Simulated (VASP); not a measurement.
# LaCoPO: magnetic moments, functional by functional

Aim: the magnetic moments of LaCoPO at several levels of theory. The starting structure is a computed structure from the Materials Project. The reference starts from ferromagnetic moments.

Main program and level: VASP 6.6.1; Kohn-Sham DFT with plane waves and PAW; PBEsol, LDA, PBE, r2SCAN and PBEsol + spin-orbit coupling.

### 1. Set-up

It takes space group P4/nmm (No. 129, tetragonal). Conventional cell: a = 3.991 Å, b = 3.991 Å, c = 8.265 Å, α = 90.00°, β = 90.00°, γ = 90.00°. Nearest to La lie 4 O at 2.36 Å. Co has 4 P at 2.22 Å nearest. Nearest to P lie 4 Co at 2.22 Å. O has 4 La at 2.36 Å nearest. Farther neighbours and most contacts between anions are not listed.

### 2. Run with PBEsol

PBEsol restores the gradient expansion of exchange and is tuned for the cells of solids.

INCAR reads:

```
SYSTEM = LaCoPO
PREC = Accurate
ENCUT = 480
EDIFF = 1E-07
NELM = 200
ISMEAR = 0
SIGMA = 0.05
LREAL = .FALSE.
ALGO = Normal
GGA = PS
NBANDS = 46
ISPIN = 2
MAGMOM = 0 0 2.4 2.4 0 0 0 0
LASPH = .TRUE.
LMAXMIX = 6
AMIX = 0.2
BMIX = 1E-04
AMIX_MAG = 0.8
BMIX_MAG = 1E-04
LORBIT = 11
LWAVE = .FALSE.
LCHARG = .FALSE.
KPAR = 8
```

POSCAR reads:

```
LaCoPO
1.0
    3.9912560000      0.0000000000      0.0000000000
    0.0000000000      3.9912560000      0.0000000000
    0.0000000000      0.0000000000      8.2649260000
La Co P O
2 2 2 2
Direct
    0.5000000000      0.0000000000      0.1531320000
    0.0000000000      0.5000000000      0.8468680000
    0.0000000000      0.0000000000      0.5000000000
    0.5000000000      0.5000000000      0.5000000000
    0.0000000000      0.5000000000      0.3816310000
    0.5000000000      0.0000000000      0.6183690000
    0.5000000000      0.5000000000      0.0000000000
    0.0000000000      0.0000000000      0.0000000000
```

KPOINTS reads:

```
Automatic mesh
0
Gamma
8 8 4
0 0 0
```

PAW data sets: La, Co, P and O (PBE family, release 64).

Run with:

```bash
mpirun -np 8 vasp_std
```

Output:

```text
[banner, memory and clock lines left out]
running    8 mpi-ranks, on    1 nodes
 distrk:  each k-point on    1 cores,    8 groups
 distr:  one band on    1 cores,    1 groups

 POSCAR found type information on POSCAR LaCoP O
 POSCAR found :  4 types and       8 ions
|                                                                             |
|           W    W    AA    RRRRR   N    N  II  N    N   GGGG   !!!           |
|           W    W   A  A   R    R  NN   N  II  NN   N  G    G  !!!           |
|           W    W  A    A  R    R  N N  N  II  N N  N  G       !!!           |
|           W WW W  AAAAAA  RRRRR   N  N N  II  N  N N  G  GGG   !            |
|           WW  WW  A    A  R   R   N   NN  II  N   NN  G    G                |
|           W    W  A    A  R    R  N    N  II  N    N   GGGG   !!!           |
|                                                                             |
|     For optimal performance we recommend to set                             |
|       NCORE = 2 up to number-of-cores-per-socket                            |
|     NCORE specifies how many cores store one orbital (NPAR=cpu/NCORE).      |
|     This setting can greatly improve the performance of VASP for DFT.       |
|     The default, NCORE=1 might be grossly inefficient on modern             |
|     multi-core architectures or massively parallel machines. Do your        |
|     Unfortunately you need to use the default for GW and RPA                |
|     calculations (for HF NCORE is supported but not extensively tested      |
|     yet).                                                                   |
|                                                                             |

|                                                                             |
|               ----> ADVICE to this user running VASP <----                  |
|                                                                             |
|     You enforced a specific xc type in the INCAR file but a different       |
|     [... a line on the potential file left out ...]
|     I HOPE YOU KNOW WHAT YOU ARE DOING!                                     |
|                                                                             |

 LDA part: xc-table for (Slater+PW92), standard interpolation
 POSCAR, INCAR and KPOINTS ok, starting setup
 FFT: planning ... GRIDC
 FFT: planning ... GRID_SOFT
 FFT: planning ... GRID
 WAVECAR not read
 entering main loop
       N       E                     dE             d eps       ncg     rms          rms(c)
DAV:   1     0.624656192425E+03    0.62466E+03   -0.21699E+04  8428   0.182E+03
DAV:   2     0.101630812032E+03   -0.52303E+03   -0.46602E+03  9070   0.355E+02
DAV:   3    -0.515445384015E+02   -0.15318E+03   -0.14235E+03 11270   0.186E+02
DAV:   4    -0.728523819743E+02   -0.21308E+02   -0.20250E+02 14662   0.759E+01
DAV:   5    -0.745176273768E+02   -0.16652E+01   -0.16263E+01 14798   0.218E+01    0.316E+01
DAV:   6    -0.839121640055E+02   -0.93945E+01   -0.29450E+02 14520   0.113E+02    0.501E+01
DAV:   7    -0.652196163084E+02    0.18693E+02   -0.82667E+01 14118   0.832E+01    0.152E+01
DAV:   8    -0.646287183559E+02    0.59090E+00   -0.22776E+01 15032   0.273E+01    0.832E+00
DAV:   9    -0.644309706686E+02    0.19775E+00   -0.61670E+00 15058   0.124E+01    0.554E+00
DAV:  10    -0.643257495831E+02    0.10522E+00   -0.65998E-01 15452   0.584E+00    0.365E+00
DAV:  11    -0.642757484466E+02    0.50001E-01   -0.39844E-01 15136   0.426E+00    0.141E+00
DAV:  12    -0.642659520674E+02    0.97964E-02   -0.92950E-02 15200   0.191E+00    0.514E-01
DAV:  13    -0.642668768233E+02   -0.92476E-03   -0.11797E-02 14840   0.720E-01    0.244E-01
DAV:  14    -0.642668784396E+02   -0.16163E-05   -0.38753E-03 15976   0.368E-01    0.157E-01
DAV:  15    -0.642668882744E+02   -0.98348E-05   -0.88107E-04 15968   0.177E-01    0.952E-02
DAV:  16    -0.642669799355E+02   -0.91661E-04   -0.32243E-04 15616   0.973E-02    0.491E-02
DAV:  17    -0.642670142170E+02   -0.34282E-04   -0.19746E-04 16296   0.713E-02    0.296E-02
DAV:  18    -0.642670316495E+02   -0.17432E-04   -0.77462E-05 16320   0.443E-02    0.197E-02
DAV:  19    -0.642670415822E+02   -0.99327E-05   -0.35576E-05 16296   0.328E-02    0.119E-02
DAV:  20    -0.642670475191E+02   -0.59369E-05   -0.39921E-05 14384   0.254E-02    0.687E-03
DAV:  21    -0.642670478700E+02   -0.35091E-06   -0.64378E-06 16512   0.154E-02    0.426E-03
DAV:  22    -0.642670482407E+02   -0.37068E-06   -0.36676E-06 15712   0.868E-03    0.277E-03
DAV:  23    -0.642670481988E+02    0.41919E-07   -0.12359E-06 14296   0.469E-03    0.150E-03
DAV:  24    -0.642670482097E+02   -0.10902E-07   -0.11546E-07  8104   0.228E-03
   1 F= -.64267048E+02 E0= -.64265242E+02  d E =-.361335E-02  mag=     1.2782
```

Elapsed: 70 s, on 8 MPI ranks of AMD EPYC 9R45, shared host; peak memory 4.2 GiB; 8.6 min of CPU time.

The logs omit lines about the potential files and the build; timing stands in the text.

From OUTCAR (step 2):

```text
ion  position               nearest neighbor table
   1  0.500  0.000  0.153-   7 2.36   8 2.36   7 2.36   8 2.36
   2  0.000  0.500  0.847-   7 2.36   8 2.36   8 2.36   7 2.36
   3  0.000  0.000  0.500-   5 2.22   6 2.22   5 2.22   6 2.22   4 2.82   4 2.82   4 2.82   4 2.82

  LATTYP: Found a simple tetragonal cell.
 ALAT       =     3.9912560000
 C/A-ratio  =     2.0707581774

 Subroutine GETGRP returns: Found 16 space group operations
 (whereof  8 operations were pure point group operations)

The static configuration has the point symmetry D_2d.
 The point group associated with its full space group is D_4h.

 Found     45 irreducible k-points:

   k-points           NKPTS =     45   k-points in BZ     NKDIM =     45   number of bands    NBANDS=     46

   dimension x,y,z NGX =    30 NGY =   30 NGZ =   60
   dimension x,y,z NGXF=    60 NGYF=   60 NGZF=  120

   ENCUT  =  480.0 eV  35.28 Ry    5.94 a.u.   7.13  7.13 14.76*2*pi/ulx,y,z

   NELECT =      62.0000    total number of electrons

 k-points in reciprocal lattice and weights: Automatic mesh
   0.00000000  0.00000000  0.00000000       0.004
   0.12500000  0.00000000  0.00000000       0.016
   0.25000000  0.00000000  0.00000000       0.016
   0.37500000  0.00000000  0.00000000       0.016
   0.50000000  0.00000000  0.00000000       0.008
   0.12500000  0.12500000  0.00000000       0.016
   0.25000000  0.12500000  0.00000000       0.031
   0.37500000  0.12500000  0.00000000       0.031
   0.50000000  0.12500000  0.00000000       0.016
[...]
0.50000000  0.37500000  0.50000000       0.016
   0.50000000  0.50000000  0.50000000       0.004

 average (electrostatic) potential at core
       1 -94.6409       2 -94.6409       3 -80.0283       4 -80.0283       5 -80.3231
       6 -80.3231       7 -66.7504       8 -66.7504

 E-fermi :   8.3541

 spin component 1
 k-point     1 :       0.0000    0.0000    0.0000
  band No.  band energies     occupation
    ...
     27       6.6588      1.00000
     28       7.1227      1.00000
     29       7.3345      1.00000
     30       7.3345      1.00000
     31       7.6570      1.00000
     32       9.9305      0.00000
     33       9.9949      0.00000
     34      10.4685      0.00000
     35      10.4685      0.00000
     36      10.4976      0.00000
    ...

 k-point     2 :       0.1250    0.0000    0.0000
  band No.  band energies     occupation
    ...
     27       6.6128      1.00000
     28       6.9188      1.00000
     29       7.1097      1.00000
     30       7.5969      1.00000
     31       7.6723      1.00000
     32       9.7328      0.00000
     33       9.9762      0.00000
     34      10.1896      0.00000
     35      10.3154      0.00000
     36      10.8550      0.00000
    ...

 k-point     3 :       0.2500    0.0000    0.0000
  band No.  band energies     occupation
    ...
     27       6.5309      1.00000
     28       6.6290      1.00000
     29       6.8833      1.00000
     30       7.6434      1.00000
     31       8.0151      1.00000
     32       9.0988      0.00000
     33       9.7693      0.00000
     34       9.9333      0.00000
     35      10.4627      0.00000
     36      10.9335      0.00000
    ...

 k-point     4 :       0.3750    0.0000    0.0000
  band No.  band energies     occupation
    ...
     26       6.1859      1.00000
     27       6.2903      1.00000
     28       6.3412      1.00000
     29       6.8839      1.00000
     30       7.3948      1.00000
     31       8.4803      0.00018
     32       8.9719      0.00000
     33       9.4551      0.00000
     34       9.4566      0.00000
     35      10.6639      0.00000
    ...

 k-point     5 :       0.5000    0.0000    0.0000
  band No.  band energies     occupation
    ...
     26       5.9191      1.00000
     27       6.1903      1.00000
     28       6.1903      1.00000
     29       7.0733      1.00000
     30       7.0733      1.00000
     31       8.9622      0.00000
     32       8.9622      0.00000
     33       9.1857      0.00000
     34       9.1857      0.00000
     35      10.7787      0.00000
    ...

 k-point     6 :       0.1250    0.1250    0.0000
  band No.  band energies     occupation
    ...
     27       6.6016      1.00000
     28       6.8306      1.00000
     29       7.0482      1.00000
     30       7.5222      1.00000
     31       7.6719      1.00000
     32       9.5621      0.00000
     33       9.7369      0.00000
     34       9.8743      0.00000
     35      10.4859      0.00000
     36      11.0465      0.00000
    ...

  Total       -4.4549893     -4.4549893     -1.9532391      0.0000000      0.0000000      0.0000000
  in kB      -54.2124591    -54.2124591    -23.7688331      0.0000000      0.0000000      0.0000000
  external PRESSURE =     -44.0645838 kB  Pullay stress =       0.0000000 kB

  energy-cutoff  :      480.00
  volume of cell :      131.66
      direct lattice vectors                 reciprocal lattice vectors
     3.991256000  0.000000000  0.000000000     0.250547697  0.000000000  0.000000000
     0.000000000  3.991256000  0.000000000     0.000000000  0.250547697  0.000000000
     0.000000000  0.000000000  8.264926000     0.000000000  0.000000000  0.120993219

 POSITION                                       TOTAL-FORCE (eV/Angst)
 -----------------------------------------------------------------------------------
      1.99563      0.00000      1.26562         0.000000     -0.000000     -0.364050
      0.00000      1.99563      6.99930        -0.000000     -0.000000      0.364050
      0.00000      0.00000      4.13246         0.000000     -0.000000      0.000000
      1.99563      1.99563      4.13246        -0.000000      0.000000      0.000000
      0.00000      1.99563      3.15415         0.000000     -0.000000     -0.460290
      1.99563      0.00000      5.11077        -0.000000     -0.000000      0.460290
      1.99563      1.99563      0.00000         0.000000     -0.000000      0.000000
      0.00000      0.00000      0.00000         0.000000      0.000000      0.000000
 -----------------------------------------------------------------------------------
    total drift:                                0.000000      0.000000      0.000000

  FREE ENERGIE OF THE ION-ELECTRON SYSTEM (eV)
  ---------------------------------------------------
  free  energy   TOTEN  =       -64.2670482097 eV

  energy  without entropy=      -64.2634348549  energy(sigma->0) =      -64.26524153

 total charge
# of ion       s       p       d       f       tot
--------------------------------------------------
    1        2.035   5.661   0.680   0.239   8.616
    2        2.035   5.661   0.680   0.239   8.616
    3        0.452   0.528   7.483   0.000   8.463
    4        0.452   0.528   7.483   0.000   8.463
    5        1.027   1.449   0.000   0.000   2.476
    6        1.027   1.449   0.000   0.000   2.476
    7        1.571   3.449   0.000   0.000   5.019
    8        1.571   3.449   0.000   0.000   5.019
--------------------------------------------------
tot         10.171  22.173  16.326   0.478  49.149

 magnetization (x)
# of ion       s       p       d       f       tot
--------------------------------------------------
    1       -0.000   0.001   0.002   0.000   0.003
    2       -0.000   0.001   0.002   0.000   0.003
    3        0.012   0.009   0.600   0.000   0.621
    4        0.012   0.009   0.600   0.000   0.621
    5        0.001   0.008   0.000   0.000   0.009
    6        0.001   0.008   0.000   0.000   0.009
    7       -0.000   0.001   0.000   0.000   0.001
    8       -0.000   0.001   0.000   0.000   0.001
--------------------------------------------------
tot          0.025   0.036   1.204   0.001   1.266

[... 6 further parts left out ...]
```

The PAW data sets were made with PBE, which is usual practice but a small mismatch for other functionals. At this level the cell is under a tension of 4.4 GPa, so at these settings it is away from equilibrium.

PBEsol: the moments inside the Co spheres have a mean size of 0.62 μB, and the cell carries 1.28 μB, with no gap.

### 3. Run with LDA

LDA, the lowest rung, knows the local density alone.

INCAR, as its differences from that of step 2:

```diff
@@ -9,3 +9,3 @@
 ALGO = Normal
-GGA = PS
+GGA = CA
 NBANDS = 46
```

POSCAR is that of step 2.

KPOINTS is that of step 2.

The projector-augmented-wave data sets are La, Co, P and O (LDA family, release 64).

Run with:

```bash
mpirun -np 8 vasp_std
```

Output:

```text
[banner, memory and clock lines left out]
running    8 mpi-ranks, on    1 nodes
[...]
[... a notice as in an earlier step ...]

 LDA part: xc-table for (Slater(with rela. corr.)+CA(PZ))
 , standard interpolation
 POSCAR, INCAR and KPOINTS ok, starting setup
[...]
entering main loop
       N       E                     dE             d eps       ncg     rms          rms(c)
DAV:   1     0.616278125838E+03    0.61628E+03   -0.21690E+04  8454   0.184E+03
DAV:   2     0.979952727695E+02   -0.51828E+03   -0.46060E+03  9052   0.356E+02
DAV:   3    -0.531392957736E+02   -0.15113E+03   -0.14007E+03 11230   0.187E+02
DAV:   4    -0.752661100778E+02   -0.22127E+02   -0.20907E+02 14514   0.751E+01
[...]
DAV:  36    -0.673055449587E+02    0.69741E-06   -0.41374E-06 14576   0.936E-03    0.100E-02
DAV:  37    -0.673055451204E+02   -0.16165E-06   -0.11573E-06 12648   0.762E-03    0.390E-03
DAV:  38    -0.673055451195E+02    0.92587E-09   -0.10383E-07  6102   0.269E-03
   1 F= -.67305545E+02 E0= -.67302901E+02  d E =-.528843E-02  mag=     0.2791
```

Run time: 95 s. Hardware: 8 MPI ranks; peak memory 3.8 GiB; 12 min of CPU time.

Parts of OUTCAR (step 3):

```text
  Total       -7.4903470     -7.4903470     -4.4981679      0.0000000      0.0000000      0.0000000
  in kB      -91.1495193    -91.1495193    -54.7378965      0.0000000      0.0000000      0.0000000
  external PRESSURE =     -79.0123117 kB  Pullay stress =       0.0000000 kB

 POSITION                                       TOTAL-FORCE (eV/Angst)
 -----------------------------------------------------------------------------------
      1.99563      0.00000      1.26562         0.000000      0.000000     -0.536711
      0.00000      1.99563      6.99930        -0.000000      0.000000      0.536711
      0.00000      0.00000      4.13246        -0.000000     -0.000000      0.000000
      1.99563      1.99563      4.13246         0.000000      0.000000      0.000000
      0.00000      1.99563      3.15415        -0.000000      0.000000     -0.020662
      1.99563      0.00000      5.11077        -0.000000      0.000000      0.020662
      1.99563      1.99563      0.00000        -0.000000     -0.000000      0.000000
      0.00000      0.00000      0.00000        -0.000000      0.000000      0.000000
 -----------------------------------------------------------------------------------
    total drift:                                0.000000      0.000000      0.000000

  FREE ENERGIE OF THE ION-ELECTRON SYSTEM (eV)
  ---------------------------------------------------
  free  energy   TOTEN  =       -67.3055451195 eV

  energy  without entropy=      -67.3002566926  energy(sigma->0) =      -67.30290091

 magnetization (x)
# of ion       s       p       d       f       tot
--------------------------------------------------
    1       -0.000   0.000  -0.000  -0.001  -0.001
    2       -0.000   0.000  -0.000  -0.001  -0.001
    3        0.003   0.001   0.140   0.000   0.144
    4        0.003   0.001   0.140   0.000   0.144
    5        0.000  -0.000   0.000   0.000  -0.000
    6        0.000  -0.000   0.000   0.000  -0.000
    7       -0.000  -0.000   0.000   0.000  -0.000
    8       -0.000  -0.000   0.000   0.000  -0.000
--------------------------------------------------
tot          0.007   0.001   0.279  -0.001   0.286

[... 2 parts as in an earlier step ...]

[... 1 further part left out ...]
[key lines of the parts left out:]
E-fermi :   8.2185
```

LDA: the moments inside the Co spheres have a mean size of 0.14 μB, and the cell carries 0.28 μB, with no gap.

(Part 1 of 2 ends here.)

[Lines on the potential files, build, host, timing and source positions are cut from VASP's logs without a mark.]

[Logs are printed without paths, hosts, clocks, repeated set-up lines and the standing remarks that a program may print on its own settings, such as how far it seeks lower states.]

[Hosts, paths, dates, database ids (printed as entryN), source tags and the programs' standing remarks are cut or masked in the printed files.]
